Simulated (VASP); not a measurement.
The system is Sn.

```
Sn
1.0
     0.00000    3.23334    3.23334
     3.23334    0.00000    3.23334
     3.23334    3.23334    0.00000
Sn
2
Direct
  0.00000 0.00000 0.00000
  0.25000 0.25000 0.25000
```

This isn't the form of Sn at room conditions, which is tetragonal (white tin).

```yaml
Program: VASP 6.6.1
Task: relaxation of cell and atoms
Functional: PBE
Potentials_or_basis: VASP PAW PBE potentials, release 64 (Sn_d)
Cutoff: 520 eV
k_mesh: 8 × 8 × 8
Occupations: gaussian, width 0.02 eV
Spin: no spin polarisation
```

At the start: pressure 3.7 GPa; volume 33.80 Å³/atom.

Problem. Where does the relaxation end?

Solution. Over 8 steps the energy falls by 31.8 meV/atom and the volume is 36.78 Å³/atom (+8.8 %); space group Fd-3m (No. 227, to 0.05 Å).

The path:
```
step  energy change (eV)  largest force (eV/Å)  pressure (GPa)  volume (Å³)
   1              0.0000                0.0000            3.74        67.61
   2             -0.0577                0.0000           -0.91        75.62
   3             -0.0637                0.0000            0.01        73.54
   4             -0.0637                0.0000           -0.06        73.66
   5             -0.0637                0.0000            0.03        73.51
   6             -0.0637                0.0000           -0.02        73.56
   7             -0.0637                0.0000            0.02        73.54
   8             -0.0637                0.0000            0.00        73.55
```

Final structure:
```
Sn
1.0
     0.00000    3.32551    3.32551
     3.32551    0.00000    3.32551
     3.32551    3.32551    0.00000
Sn
2
Direct
  0.00000 0.00000 0.00000
  0.25000 0.25000 0.25000
```
